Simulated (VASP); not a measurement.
Computed with PBE GGA, VASP's PBE PAW potentials (set 64) (plane waves; VASP 6.6.1).

The input files of a VASP run:

INCAR:
```
SYSTEM = SiC
PREC = Accurate; ENCUT = 520; LREAL = .False.
LASPH = .True.
EDIFF = 1E-6; NELM = 100; ALGO = Normal
ISMEAR = 0; SIGMA = 0.05
GGA = PE
ISIF = 2
LWAVE = .False.; LCHARG = .False.
```

KPOINTS:
```
Automatic mesh
0
Gamma
8 8 8
0 0 0
```

File POSCAR:
```
SiC
1
    0.0000000000     2.1800000000     2.1800000000
    2.1800000000     0.0000000000     2.1800000000
    2.1800000000     2.1800000000     0.0000000000
Si C
1 1
Direct
  0.0000000000   0.0000000000   0.0000000000
  0.2500000000   0.2500000000   0.2500000000
```

POTCAR, in this order: Si C (PBE.64 set). Program: vasp_std.

What will the output report for the number of irreducible k-points (NKPTS), number of bands (NBANDS), largest plane-wave count, number of space-group operations, FFT grid (NGX, NGY, NGZ)?

| Property | Value |
|---|---|
| number of irreducible k-points (NKPTS) | 29 |
| number of bands (NBANDS) | 8 |
| largest plane-wave count | 568 |
| number of space-group operations | 24 |
| FFT grid (NGX, NGY, NGZ) | 24 × 24 × 24 |

The compound is SiC in the zinc blende structure. The cell was not relaxed at this level.
